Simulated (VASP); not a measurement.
Consider the following.

```yaml
crystal:
  lattice:
    - [3.95734, -2.15500, 0.00000]
    - [3.95734, 2.15500, 0.00000]
    - [2.78382, 0.00000, 3.54329]
  atoms:
    - { symbol: Sb, position: [0.23350, 0.23350, 0.23350] }
    - { symbol: Sb, position: [0.76650, 0.76650, 0.76650] }
```

Level of theory: PBE GGA, VASP's PBE PAW potentials (set 64) (plane waves; VASP). Settings: 400 eV cut-off, 8×8×8 Γ-centred mesh, first-order Methfessel-Paxton smearing of 0.10 eV, potentials Sb.

Unless said otherwise, spin-orbit coupling is left out, though it shifts the bands of the heavy elements here.

### Question
Estimate the energy per atom (σ→0), pressure, largest force, band gap (on the k-mesh) with the smallest direct gap where there is one.

### Answer

The band gap (on the k-mesh) is none (metal, semimetal or under 0.01 eV) and the energy per atom (σ→0) comes out as -4.128 eV/atom. The pressure is 27.3 kbar and the largest force is 0.186 eV/Å.

Total energies compare only between runs with the same potentials, cut-off and functional.

The compound is Sb in the a7 structure. The cell was not relaxed at this level.
